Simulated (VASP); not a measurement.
Output of a VASP run:

File OSZICAR:
```
       N       E                     dE             d eps       ncg     rms          rms(c)
DAV:   1     0.567822572881E+02    0.56782E+02   -0.93108E+03   762   0.187E+03
DAV:   2    -0.233353909785E+02   -0.80118E+02   -0.77506E+02   824   0.312E+02
DAV:   3    -0.290350092636E+02   -0.56996E+01   -0.56701E+01   934   0.735E+01
DAV:   4    -0.291322800684E+02   -0.97271E-01   -0.97221E-01   883   0.107E+01
DAV:   5    -0.291342764311E+02   -0.19964E-02   -0.19963E-02   924   0.128E+00    0.317E+00
DAV:   6    -0.270067640155E+02    0.21275E+01   -0.60923E-01   904   0.173E+01    0.192E+00
DAV:   7    -0.271123500277E+02   -0.10559E+00   -0.34955E-01   854   0.773E+00    0.903E-01
DAV:   8    -0.270245288055E+02    0.87821E-01   -0.13767E-01   769   0.516E+00    0.363E-01
DAV:   9    -0.269606510053E+02    0.63878E-01   -0.24017E-01   769   0.472E+00    0.219E-01
DAV:  10    -0.269619432029E+02   -0.12922E-02   -0.80102E-02   754   0.277E+00    0.734E-02
DAV:  11    -0.270500890838E+02   -0.88146E-01   -0.49639E-02   769   0.204E+00    0.628E-02
DAV:  12    -0.270487255575E+02    0.13635E-02   -0.10922E-03   984   0.333E-01    0.312E-02
DAV:  13    -0.270522043765E+02   -0.34788E-02   -0.93558E-04   764   0.349E-01    0.160E-02
DAV:  14    -0.270528116485E+02   -0.60727E-03   -0.44086E-04   819   0.275E-01    0.635E-03
DAV:  15    -0.270529305585E+02   -0.11891E-03   -0.96783E-05   764   0.127E-01    0.759E-03
DAV:  16    -0.270529473733E+02   -0.16815E-04   -0.31604E-06   979   0.200E-02    0.456E-03
DAV:  17    -0.270529496921E+02   -0.23188E-05   -0.51198E-07   794   0.830E-03    0.157E-03
DAV:  18    -0.270529557958E+02   -0.61037E-05   -0.23560E-06   764   0.179E-02    0.678E-04
DAV:  19    -0.270529557453E+02    0.50552E-07   -0.51344E-08   622   0.318E-03
   1 F= -.27052956E+02 E0= -.27052956E+02  d E =-.391388E-13
```

### OUTCAR
```
------------------------ aborting loop because EDIFF is reached ----------------------------------------
  FORCE on cell =-STRESS in cart. coord.  units (eV):
  Direction    XX          YY          ZZ          XY          YZ          ZX
  --------------------------------------------------------------------------------------
  Total        0.0478698      0.0478698      0.0478698      0.0000000      0.0000000     -0.0000000
  in kB        1.6881258      1.6881258      1.6881258      0.0000000      0.0000000     -0.0000000
  external PRESSURE =       1.6881258 kB  Pullay stress =       0.0000000 kB
  volume of cell :       45.43
      direct lattice vectors                 reciprocal lattice vectors
     0.000000000  2.832125899  2.832125899    -0.176545824  0.176545824  0.176545824
     2.832125899  0.000000000  2.832125899     0.176545824 -0.176545824  0.176545824
     2.832125899  2.832125899  0.000000000     0.176545824  0.176545824 -0.176545824
  FREE ENERGIE OF THE ION-ELECTRON SYSTEM (eV)
  ---------------------------------------------------
  free  energy   TOTEN  =       -27.0529557453 eV

  energy  without entropy=      -27.0529557453  energy(sigma->0) =      -27.05295575
```
(Selected blocks of OUTCAR.)

File POSCAR:
```
GaAs
1
    0.0000000000     2.8321258993     2.8321258993
    2.8321258993     0.0000000000     2.8321258993
    2.8321258993     2.8321258993     0.0000000000
Ga As
1 1
Direct
  1.0000000000   1.0000000000   1.0000000000
  0.2500000000   0.2500000000   0.2500000000
```

**Question.** Write an INCAR and KPOINTS that could have produced this output.

**Answer.** Several could match; the one computed here: the input of the run itself, r2SCAN meta-GGA, plane waves, VASP's PBE PAW potentials (set 64).

KPOINTS:
```
Automatic mesh
0
Gamma
8 8 8
0 0 0
```

### INCAR
```
LMIXTAU  =  .True.
ISMEAR  =  0
NELM  =  100
SIGMA  =  0.05   # width (eV)
SYSTEM  =  GaAs
PREC  =  Accurate
METAGGA  =  R2SCAN
ENCUT  =  480   # plane-wave cut-off (eV)
LASPH  =  .True.   # aspherical one-centre terms
LMAXMIX  =  4   # l cut-off of mixed one-centre charges
LREAL  =  .False.
LCHARG  =  .False.
ALGO  =  Normal   # blocked Davidson
ISIF  =  2   # forces and stress, cell fixed
LWAVE  =  .False.
EDIFF  =  1E-7   # SCF stop (eV)
```

POTCAR, in this order: Ga_d As (PBE.64 set). Program: vasp_std.

The compound is GaAs in the zinc blende structure. It was relaxed first.
